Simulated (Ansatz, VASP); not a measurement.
# Tl2Te in two plane-wave programs, part 2 of 2

One calculation is typed for both programs; each brings its own data sets. How far apart do they land? The cell is generated by rule, not measured, and may not be a known phase. The cell is taken from a series of runs on this material, whose earlier steps may have relaxed, scaled, displaced or heated it; both programs get it as it stands.

VASP 6.6.1 and Ansatz 0.2.0.

So far: Starting point; VASP: zone-centre phonons, PBEsol.

The structure was built from a prototype and need not be the compound's stable phase.

**3. Ansatz: zone-centre phonons, PBEsol**

Level of this step: Ansatz beside VASP: Kohn-Sham DFT, plane waves, PBEsol (Ansatz).

Ansatz runs on its default PAW (the set named soft_2) files.

The same cell, functional, mesh and smearing now go to Ansatz, which takes its cutoff from its data sets.

Input file input.yaml:

```yaml
crystal:
  lattice:
    - [7.2996465413, 0.0, 0.0]
    - [0.0, 7.2996465413, 0.0]
    - [0.0, 0.0, 7.2996465413]
  atoms:
    - { symbol: Te, position: [0.0, 0.0, 0.0] }
    - { symbol: Te, position: [0.5, 0.5, 0.5] }
    - { symbol: Tl, position: [0.25, 0.25, 0.25] }
    - { symbol: Tl, position: [0.75, 0.75, 0.25] }
    - { symbol: Tl, position: [0.75, 0.25, 0.75] }
    - { symbol: Tl, position: [0.25, 0.75, 0.75] }
kpoints:
  mp_grid: { grid: [4, 4, 4] }
hamiltonian:
  xc: pbesol
scf:
  occupations: { method: gaussian, width: 0.01 }
output:
  eigenvalues: true
phonons:
  method: dfpt
```

On the command line:

```bash
ansatz run input.yaml --threads 8 --pin off --max-ram 14336MiB --backend cpu --events-out ev --progress --plain --runs-dir out
```

Numbers of over 12 decimals in the logs are rounded to 6 here.

What it wrote:

```text
Engine: ansatz 0.2.0, aarch64-unknown-linux-gnu
Pseudopotentials: kind: paw
Pseudopotential: Te, paw, valence charge 16, recommended cutoff 420 eV (normal), Te.paw.azcp
Pseudopotential: Tl, paw, valence charge 13, recommended cutoff 420 eV (normal), Tl.paw.azcp
Functional definition: PBEsol
  exchange = pbesol_x
  correlation = pbesol_c
Crystal: 6 atoms, lattice volume = 388.960 Å³
Basis set: ecut = 420 eV, 7521 PW (Γ), exchange–correlation on 100×100×100 points (8 copies of the dense FFT grid, shifted against one another)
Bands: 51, of which v1, the nominal top of the filled ones, is band 42 counted from 1 (41 counted from 0)
Symmetry: 48 space group operations
k-points: 24 of 64 (irreducible under 2 space group operations, time reversal used)
Non-local potential: Te, projectors of the file, l = 0: 2, l = 1: 2, l = 2: 2, l = 3: 2
Non-local potential: Tl, projectors of the file, l = 0: 2, l = 1: 2, l = 2: 2, l = 3: 1
PAW form: soft (Blöchl's): semilocal exchange-correlation on the pseudo side does not see the compensation charge
PAW frozen core: Te, regenerated for the run's functional, and the local potential with it (the file was generated under x = pbe(κ = 0.804, μ = 0.219515), c = pbe(β = 0.066725))
PAW frozen core: Tl, regenerated for the run's functional, and the local potential with it (the file was generated under x = pbe(κ = 0.804, μ = 0.219515), c = pbe(β = 0.066725))
PAW one-centre angular grid: Te, 590 points (default); XC on 64 Gauss nodes
PAW one-centre angular grid: Tl, 590 points (default); XC on 64 Gauss nodes
Initial density: superposition of atomic densities (neutral atoms: chi_scale 0, normalization atom), corrected by the library's trained network
Initial wavefunctions: pseudopotential atomic-orbital guess
Functional: x = pbesol(κ = 0.804, μ = 0.123457), c = pbesol(β = 0.046)
SCF iter   1: F=—  HF=-58983.410589 eV  |F-HF|=—  |Δ(HF+E_count)|=         —  Δρ=3.48e-3  dr2=1.33e-1  ethr=1.77e-3  ⟨swp⟩=7.6  Hψ=4819  notcnv=0
preconditioner: auto → Resta (q_TF=auto, 2.113 Å⁻¹)  ε∞=3.0  [insulator: Δε(μ)=0.223 eV  Ē_g=10.739 eV  σ=0.010 eV  W_gap=1.00  n_scr=80 (ndim 8)  ℏωp=15.1 eV  f_vac=0.325  D(μ)=0.00/eV (n_scr^D=0)  ε∞_Penn≈3.0]
SCF iter   2: F=—  HF=-58983.383638 eV  |F-HF|=—  |Δ(HF+E_count)|=   2.70e-2  Δρ=1.20e-3  dr2=9.23e-3  ethr=1.58e-4  ⟨swp⟩=2.8  Hψ=1792  notcnv=0  defer=54
SCF iter   3: F=—  HF=-58983.386639 eV  |F-HF|=—  |Δ(HF+E_count)|=   3.00e-3  Δρ=4.67e-4  dr2=2.21e-3  ethr=1.10e-5  ⟨swp⟩=2.1  Hψ=2342  notcnv=0  defer=54
SCF iter   4: F=—  HF=-58983.388936 eV  |F-HF|=—  |Δ(HF+E_count)|=   2.30e-3  Δρ=1.66e-4  dr2=2.84e-4  ethr=2.63e-6  ⟨swp⟩=2.0  Hψ=1572  notcnv=0  defer=54
SCF iter   5: F=—  HF=-58983.389548 eV  |F-HF|=—  |Δ(HF+E_count)|=   6.13e-4  Δρ=4.50e-5  dr2=1.35e-5  ethr=3.38e-7  ⟨swp⟩=2.0  Hψ=1588  notcnv=0  defer=54
SCF iter   6: F=—  HF=-58983.389580 eV  |F-HF|=—  |Δ(HF+E_count)|=   3.13e-5  Δρ=1.48e-5  dr2=1.42e-6  ethr=1.60e-8  ⟨swp⟩=2.0  Hψ=1938  notcnv=0  defer=54
SCF iter   7: F=—  HF=-58983.389280 eV  |F-HF|=—  |Δ(HF+E_count)|=   3.00e-4  Δρ=2.73e-6  dr2=4.68e-8  ethr=1.69e-9  ⟨swp⟩=2.0  Hψ=1938  notcnv=0  defer=54
SCF iter   8: F=—  HF=-58983.389280 eV  |F-HF|=—  |Δ(HF+E_count)|=   2.66e-7  Δρ=6.35e-7  dr2=3.07e-9  ethr=5.58e-11  ⟨swp⟩=3.0  Hψ=2118  notcnv=0  defer=54
SCF iter   9: F=—  HF=-58983.389280 eV  |F-HF|=—  |Δ(HF+E_count)|=   1.15e-8  Δρ=1.54e-7  dr2=1.55e-10  ethr=3.66e-12  ⟨swp⟩=3.0  Hψ=2185  notcnv=0  defer=54
SCF iter  10: F=—  HF=-58983.389280 eV  |F-HF|=—  |Δ(HF+E_count)|=  9.46e-10  Δρ=4.99e-8  dr2=2.46e-11  ethr=1.00e-12  ⟨swp⟩=2.0  Hψ=1413  notcnv=0  defer=54
SCF iter  11: F=-58983.389280 eV  HF=-58983.389280 eV  |F-HF|=1.46e-11  |Δ(HF+E_count)|=    0.00e0  Δρ=1.25e-8  dr2=1.18e-12  ethr=1.00e-12  ⟨swp⟩=12.5  Hψ=6042  notcnv=0
SCF 1 converged in 11 iterations: F = -58983.389280 eV  dr2 = 1.18e-12
  greatest PAW one-centre occupation: 0.998 electrons in one spin orbital (limit 2), on the Te atom at site 1 (counted from 0), in its partial waves of l = 2
DFPT response loops at Γ: preconditioner auto → none (the input reference at scf.mixing.eps_inf says where Resta's filter doesn't serve); β = 0.50; Broyden in place of MSR1
SCF converged after 11 iterations
Free energy (F): -58983.389280 eV
Harris-Foulkes:  -58983.389280 eV  (|F-HF|=1.46e-11)
Internal energy: -58983.389280 eV  (E = F + TS)
E sigma→0 (E₀):  -58983.389280 eV
Fermi energy:    2.665399 eV
--- Per-component energies (eV) ---
  E_band       = -1060.777528
  E_kinetic    = 1686.871935
  E_local      = -9985.666337  (includes V_loc(G=0)·N_el)
  E_nonlocal   = 663.448344
  E_hartree    = 4594.956655
  E_xc         = -1158.862949
  E_vxc        = -771.573444  (∫ρ·V_xc dr)
  E_paw        = -49232.163647  (= ΣΔE_a)
  E_vpaw       = -1843.771118  (= ΣTr[D̂ρ^β])
  E_aug_tail   = -0.000236  (compensation charges beyond the density's cutoff)
  E_ewald      = -5552.875735
  E_core_change = 0.902691  (= ΣΔE_core)
  E_smearing   = -0.000000  (= −TS)
  E_closure    = 0.000000  (closes the sum)
  Σ components = -58983.389280   (vs F -58983.389280, Δ=0.00e0)
--- Band table (eV; the first three rows and the last of 24) ---
  k-point 0: bands = [... 38 lower, 0.4280, 2.5113, 2.5113, 2.5113, 2.7130, 2.7130, 4.4572, 4.4572, ... 5 higher]
  k-point 1: bands = [... 38 lower, 0.7629, 2.1288, 2.4042, 2.4042, 2.8794, 3.0931, 4.0312, 4.5067, ... 5 higher]
  k-point 2: bands = [... 38 lower, 1.4721, 1.4721, 2.3196, 2.3196, 3.3555, 3.3555, 3.6946, 3.6946, ... 5 higher]
  k-point 23: bands = [... 38 lower, 0.1845, 2.6174, 2.6174, 2.6174, 3.3616, 3.3616, 3.3616, 4.9361, ... 5 higher]
--- Phonons (Γ-DFPT): 2 representative perturbations + reference, on 24 of 64 k-points (Σ response iterations 6) ---
  k mesh reduced under 2 symmetry operations, with k and −k counted as one. Each operation leaves every solved perturbation unchanged. A smaller set is not used because it would not reduce the number of displacements times k-points to solve
  ASR residual: 8.085e-5 → 0.000e0 eV/Å²; symmetrization residual: 7.304e-5 eV/Å²
  ASR residual per site (eV/Å²): 6.30e-5 6.30e-5 8.08e-5 8.08e-5 8.08e-5 8.08e-5
  Γ frequencies (cm⁻¹): -54.61 -54.61 -54.61 -31.39 -31.39 -31.39 -16.79 -16.79 0.00 0.00 0.00 27.79 27.79 27.79 71.80 71.80 71.80 75.76
  non-analytic LO–TO correction: not included (Born effective charges unavailable; polar crystals: no LO–TO splitting at Γ)
```

**4. Differences**

Known differences besides the potentials themselves: the data sets hold 84 valence electrons in Ansatz (on its default PAW (the set named soft_2) files) and 64 in VASP; the cutoff is 420 eV in Ansatz and 500 eV in VASP; Ansatz makes its cores anew for this functional, VASP keeps those of its PBE data sets. Total energies have different zeros and are not compared.

Both answers:

```tsv
quantity	Ansatz	VASP	difference
optical mode 1 to 3 (imaginary, printed as negative) (cm⁻¹)	-54.6	-54.4	-0.2
optical mode 4 to 6 (imaginary, printed as negative) (cm⁻¹)	-31.4	-31.7	+0.3
optical mode 7 to 8 (imaginary, printed as negative) (cm⁻¹)	-16.8	-17.2	+0.4
optical mode 9 to 11 (cm⁻¹)	27.8	28.0	-0.2
optical mode 12 to 14 (cm⁻¹)	71.8	72.2	-0.53 %
optical mode 15 (cm⁻¹)	75.8	75.6	+0.24 %
```

Modes are paired by rising frequency, not by their patterns, so a pair may set unlike modes beside each other; they are those without the splitting of longitudinal modes.

**5. Outcome**

| Property | Result |
| --- | --- |
| r.m.s. difference of the optical zone-centre modes, each program's sorted by frequency (zone-centre phonons, PBEsol) | 0.31 cm⁻¹ |
| difference in optical mode 12 to 14 (zone-centre phonons, PBEsol) | -0.5 % |

In words: The r.m.s. difference of the optical zone-centre modes, each program's sorted by frequency is 0.31 cm⁻¹ (zone-centre phonons, PBEsol). The data sets hold unlike numbers of valence electrons (84 in Ansatz and 64 in VASP), so part of the differences comes from the potentials. Among the rows given in per cent, the largest difference of the zone-centre phonons, PBEsol pair is in optical mode 12 to 14, -0.5 %. How closely two codes agree says nothing of how well the functional describes the real material.

[Lines on the potential files, build, host, timing and source positions are cut from VASP's logs without a mark.]

[Logs are printed without paths, hosts, clocks, repeated set-up lines and the standing remarks that a program may print on its own settings, such as how far it seeks lower states.]

[Hosts, paths, dates, database ids (printed as entryN), source tags and the programs' standing remarks are cut or masked in the printed files.]
